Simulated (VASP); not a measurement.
Calculation: RPBE GGA, VASP's PBE PAW potentials (set 64) (plane waves; VASP 6.6.1).

The input files of a VASP run:

File KPOINTS:
```
Automatic mesh
0
Gamma
11 11 6
0 0 0
```

**INCAR**
```
! general
SYSTEM  = Lu
PREC    = Accurate
ENCUT   = 520
LREAL   = .FALSE.
LASPH   = .TRUE.

! electronic loop
EDIFF   = 1E-6
NELM    = 100
ALGO    = Normal
LMAXMIX = 6

! smearing
ISMEAR  = 1
SIGMA   = 0.1

! functional
GGA     = RP

! ions
IBRION  = 2
NSW     = 60
ISIF    = 3
EDIFFG  = -0.01

! output
LWAVE   = .FALSE.
LCHARG  = .FALSE.
```

**POSCAR**
```
Lu
1.0
  1.7813159434  -3.0853298097   0.0000000000
  1.7813159434   3.0853298097   0.0000000000
  0.0000000000   0.0000000000   5.5685758281
Lu
2
Cart
  1.7813159434   1.0284453268   1.3921439570
  1.7813159434  -1.0284453268   4.1764318711
```

POTCAR, in this order: Lu_3 (PBE.64 set). Program: vasp_std.

The resulting files:

OUTCAR:
```
 ion  position               nearest neighbor table
   1  0.333  0.667  0.250-   2 3.46   2 3.46   2 3.46   2 3.46   2 3.46   2 3.46
   2  0.667  0.333  0.750-   1 3.46   1 3.46   1 3.46   1 3.46   1 3.46   1 3.46
  LATTYP: Found a hexagonal cell.
 ALAT       =     3.5626319660
 C/A-ratio  =     1.5630511042
 Subroutine PRICEL returns:
 Original cell was already a primitive cell.
 Subroutine GETGRP returns: Found 24 space group operations
The static configuration has the point symmetry D_3d.
 The point group associated with its full space group is D_6h.
The dynamic configuration has the point symmetry D_3d.
 Subroutine INISYM returns: Found 24 space group operations
 Subroutine IBZKPT returns following result:
 Found     64 irreducible k-points:

 Following reciprocal coordinates:
            Coordinates               Weight
  0.000000  0.000000  0.000000      1.000000
  0.090909 -0.000000  0.000000      6.000000
  0.181818  0.000000  0.000000      6.000000
  0.272727  0.000000  0.000000      6.000000
  0.363636  0.000000  0.000000      6.000000
  0.454545  0.000000  0.000000      6.000000
  0.090909  0.090909  0.000000      6.000000
  0.181818  0.090909  0.000000     12.000000
  0.272727  0.090909  0.000000     12.000000
  0.363636  0.090909  0.000000     12.000000
  0.454545  0.090909  0.000000      6.000000
  0.181818  0.181818  0.000000      6.000000
  0.272727  0.181818  0.000000     12.000000
  0.363636  0.181818  0.000000     12.000000
  0.272727  0.272727  0.000000      6.000000
  0.363636  0.272727  0.000000      6.000000
  0.000000  0.000000  0.166667      2.000000
  0.090909 -0.000000  0.166667     12.000000
  0.181818  0.000000  0.166667     12.000000
  0.272727  0.000000  0.166667     12.000000
  0.363636  0.000000  0.166667     12.000000
  0.454545  0.000000  0.166667     12.000000
  0.090909  0.090909  0.166667     12.000000
  0.181818  0.090909  0.166667     24.000000
  0.272727  0.090909  0.166667     24.000000
  0.363636  0.090909  0.166667     24.000000
  0.454545  0.090909  0.166667     12.000000
  0.181818  0.181818  0.166667     12.000000
  0.272727  0.181818  0.166667     24.000000
  0.363636  0.181818  0.166667     24.000000
  0.272727  0.272727  0.166667     12.000000
  0.363636  0.272727  0.166667     12.000000
  0.000000  0.000000  0.333333      2.000000
  0.090909 -0.000000  0.333333     12.000000
  0.181818  0.000000  0.333333     12.000000
  0.272727  0.000000  0.333333     12.000000
  0.363636  0.000000  0.333333     12.000000
  0.454545  0.000000  0.333333     12.000000
  0.090909  0.090909  0.333333     12.000000
  0.181818  0.090909  0.333333     24.000000
   k-points           NKPTS =     64   k-points in BZ     NKDIM =     64   number of bands    NBANDS=     13
   number of dos      NEDOS =    301   number of ions     NIONS =      2
   total plane-waves  NPLWV =  32928
   dimension x,y,z NGX =    28 NGY =   28 NGZ =   42
   dimension x,y,z NGXF=    56 NGYF=   56 NGZF=   84
   ions per type =               2
   PREC   = accura    normal or accurate (medium, high low for compatibility)
   ISTART =      0    job   : 0-new  1-cont  2-samecut
   ICHARG =      2    charge: 1-file 2-atom 10-const
   ISPIN  =      1    spin polarized calculation?
   LNONCOLLINEAR =      F non collinear calculations
   LSORBIT =      F    spin-orbit coupling
   INIWAV =      1    electr: 0-lowe 1-rand  2-diag
   ENCUT  =  520.0 eV  38.22 Ry    6.18 a.u.   6.62  6.62 10.35*2*pi/ulx,y,z
   NELM   =    100;   NELMIN=  2; NELMDL= -5     # of ELM steps
   EDIFF  = 0.1E-05   stopping-criterion for ELM
   LREAL  =      F    real-space projection
...
```

### OSZICAR
```
       N       E                     dE             d eps       ncg     rms          rms(c)
DAV:   1     0.479149488132E+02    0.47915E+02   -0.87694E+03  2904   0.149E+03
DAV:   2    -0.574121744735E+01   -0.53656E+02   -0.52606E+02  2854   0.733E+02
DAV:   3    -0.816047732450E+01   -0.24193E+01   -0.22582E+01  3038   0.635E+01
DAV:   4    -0.826768573358E+01   -0.10721E+00   -0.10472E+00  3061   0.986E+00
DAV:   5    -0.827183906799E+01   -0.41533E-02   -0.41111E-02  2873   0.210E+00    0.246E+01
DAV:   6    -0.826141189474E+01    0.10427E-01   -0.40148E-02  2814   0.451E+00    0.146E+01
DAV:   7    -0.827184759240E+01   -0.10436E-01   -0.75951E-02  2746   0.598E+00    0.395E-01
DAV:   8    -0.827191921342E+01   -0.71621E-04   -0.51387E-03  2784   0.101E+00    0.122E-01
DAV:   9    -0.827194214952E+01   -0.22936E-04   -0.23592E-04  2851   0.254E-01    0.338E-02
DAV:  10    -0.827193766161E+01    0.44879E-05   -0.29444E-05  2819   0.925E-02    0.406E-02
DAV:  11    -0.827193850361E+01   -0.84200E-06   -0.16608E-06  1867   0.250E-02
   1 F= -.82719385E+01 E0= -.82726195E+01  d E =-.827194E+01
```

File OUTCAR:
```
------------------------ aborting loop because EDIFF is reached ----------------------------------------
  FORCE on cell =-STRESS in cart. coord.  units (eV):
  Direction    XX          YY          ZZ          XY          YZ          ZX
  --------------------------------------------------------------------------------------
  Total        0.0166368      0.0166368      0.0134227     -0.0000000      0.0000000      0.0000000
  in kB        0.4354748      0.4354749      0.3513441     -0.0000000      0.0000000      0.0000000
  external PRESSURE =       0.4074313 kB  Pullay stress =       0.0000000 kB
  volume of cell :       61.21
      direct lattice vectors                 reciprocal lattice vectors
     1.781315943 -3.085329810  0.000000000     0.280691363 -0.162057229  0.000000000
     1.781315943  3.085329810  0.000000000     0.280691363  0.162057229  0.000000000
     0.000000000  0.000000000  5.568575828     0.000000000  0.000000000  0.179579130
 POSITION                                       TOTAL-FORCE (eV/Angst)
 -----------------------------------------------------------------------------------
      1.78132      1.02845      1.39214         0.000000      0.000000      0.000000
      1.78132     -1.02845      4.17643         0.000000     -0.000000      0.000000
 -----------------------------------------------------------------------------------
    total drift:                                0.000000      0.000073     -0.000011
  FREE ENERGIE OF THE ION-ELECTRON SYSTEM (eV)
  ---------------------------------------------------
  free  energy   TOTEN  =        -8.2719385036 eV

  energy  without entropy=       -8.2739814059  energy(sigma->0) =       -8.27261947

 reached required accuracy - stopping structural energy minimisation
```
(Selected blocks of OUTCAR.)

The compound is Lu in the hcp structure. It was relaxed first. The start is the result of an earlier pass.
